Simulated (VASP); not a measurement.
Given:

```xyz
3
Lattice="0.0000 2.5342 2.5342 2.5342 0.0000 2.5342 2.5342 2.5342 0.0000" Properties=species:S:1:pos:R:3 pbc="T T T"
Zr     0.0000     0.0000     0.0000
O      1.2671     1.2671     1.2671
O      3.8013     3.8013     3.8013
```

Computed with PBEsol GGA, VASP's PBE PAW potentials (set 64) (plane waves; VASP 6.6.1). Settings: 520 eV cut-off, 7×7×7 Γ-centred mesh, Gaussian smearing of 0.050 eV, potentials Zr_sv O.

Question: Estimate the energy per atom (σ→0).

Answer: 
```
Property                        Value
---------------------  --------------
energy per atom (σ→0)  -9.975 eV/atom
```

Only differences to runs with the same potentials and settings are physical.

The structure comes from a measured ZrO2 entry (Fm-3m) of the Crystallography Open Database, whose conditions weren't checked. It was relaxed first. The start is the result of an earlier pass.
